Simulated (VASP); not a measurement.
An input for Ansatz (written as the equivalent of a VASP run, and not itself run):

Ansatz 0.2 input:
```yaml
crystal:
  lattice:
    - [0.0000000, 2.9094534, 2.9094534]
    - [2.9094534, 0.0000000, 2.9094534]
    - [2.9094534, 2.9094534, 0.0000000]
  atoms:
    - { symbol: Ca, position: [0.0000000, 0.0000000, 0.0000000] }
    - { symbol: B, position: [0.2671854, 0.2328146, 0.2671854] }
    - { symbol: B, position: [0.7500000, 0.7500000, 0.7500000] }
kpoints:
  mp_grid: { grid: [8, 8, 8] }
hamiltonian:
  xc: pbesol
  pseudopotentials: { kind: paw }
scf:
  occupations: { method: methfessel_paxton, width: 0.1 }
  max_iter: 100
output: { forces: true, stress: true, eigenvalues: true }
```

Problem. Write the VASP files for the same calculation (PBEsol).

Solution. Several could match; the one computed here: 
### INCAR
```
PREC = Accurate
GGA = PS
LCHARG = F
ISIF = 2
ISMEAR = 1
NELM = 100
ENCUT = 600   ! plane-wave cut-off (eV)
EDIFF = 1E-7
LASPH = T
LWAVE = F
ALGO = Normal
SYSTEM = CaB2
LREAL = F
SIGMA = 0.1   ! width (eV)
```

File POSCAR:
```
CaB2
1
    0.0000000000     2.9094533821     2.9094533821
    2.9094533821     0.0000000000     2.9094533821
    2.9094533821     2.9094533821    -0.0000000000
Ca B
1 2
Direct
  0.0000000000   0.0000000000   0.0000000000
  0.2671853587   0.2328146413   0.2671853587
  0.7500000000   0.7500000000   0.7500000000
```

**KPOINTS**
```
Automatic mesh
0
Gamma
8 8 8
0 0 0
```

POTCAR, in this order: Ca_sv B (PBE.64 set). Program: vasp_std.

Limits of the translation: each code has its own PAW files, so the cut-off isn't converted (ENCUT is set for VASP's; basis.ecutwfc is left out, and Ansatz then takes the one that its files recommend); Ansatz stops its SCF on the density residual and VASP on the energy change (EDIFF).

The structure was generated: CaB2 was put into the fluorite type (Fm-3m), which need not be its known phase. This cell was strained or had an atom moved on purpose.
